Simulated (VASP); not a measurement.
```
RhSm
1.0
    3.43927     0.00000     0.00000
    0.00000     3.43927     0.00000
    0.00000     0.00000     3.43927
Sm Rh
1 1
Direct
  0.50000   0.50000   0.50000
  0.00000   0.00000   0.00000
```

Method: PBEsol GGA, VASP's PBE PAW potentials (set 64) (plane waves; VASP). Run with 400 eV cut-off, 12×12×12 Γ-centred mesh, tetrahedra with Blöchl corrections, potentials Sm_3 Rh_pv.

The 4f electrons are frozen in the core of the lanthanide potential, so 4f levels, which can set the real gap, and their magnetism are missing.

Problem. Tabulate the total density of states (states/eV per cell) against energy (eV; zero at the valence-band maximum or, without a gap, the Fermi level).

Solution. 
(E (eV), DOS (states/eV)): (-9.98, 0.00); (-9.86, 0.00); (-9.62, 0.00); (-9.50, 0.00); (-9.26, 0.00); (-9.14, 0.00); (-8.90, 0.00); (-8.78, 0.00); (-8.66, 0.00); (-8.42, 0.00); (-8.30, 0.00); (-8.06, 0.00); (-7.94, 0.00); (-7.82, 0.00); (-7.58, 0.00); (-7.46, 0.00); (-7.22, 0.00); (-7.10, 0.00); (-6.86, 0.00); (-6.74, 0.00); (-6.62, 0.00); (-6.38, 0.00); (-6.26, 0.00); (-6.02, 0.00); (-5.90, 0.00); (-5.78, 0.00); (-5.54, 0.00); (-5.42, 0.03); (-5.18, 0.07); (-5.06, 0.09); (-4.82, 0.13); (-4.70, 0.14); (-4.58, 0.16); (-4.34, 0.20); (-4.22, 0.26); (-3.98, 0.63); (-3.86, 1.02); (-3.74, 1.47); (-3.50, 2.53); (-3.38, 2.95); (-3.14, 4.46); (-3.02, 4.78); (-2.78, 3.12); (-2.66, 2.31); (-2.54, 5.24); (-2.30, 4.40); (-2.18, 3.27); (-1.94, 3.80); (-1.82, 3.99); (-1.70, 7.36); (-1.46, 4.19); (-1.34, 3.07); (-1.10, 1.53); (-0.98, 1.45); (-0.74, 1.21); (-0.62, 0.88); (-0.50, 0.87); (-0.26, 1.04); (-0.14, 1.14); (0.10, 0.73); (0.22, 0.66); (0.34, 0.96); (0.58, 1.20); (0.70, 1.31); (0.94, 1.59); (1.06, 1.72); (1.30, 2.05); (1.42, 2.11); (1.54, 2.11); (1.78, 2.29); (1.90, 2.09); (2.14, 2.32); (2.26, 2.40); (2.38, 1.39); (2.62, 2.11); (2.74, 2.51); (2.98, 2.17); (3.10, 1.35); (3.34, 1.06); (3.46, 1.32)
Within 2 eV below the Fermi level the largest weight inside VASP's projection spheres is Rh d.

The structure comes from a measured SmRh entry (Pm-3m) of the Crystallography Open Database, whose conditions weren't checked. It was relaxed first.
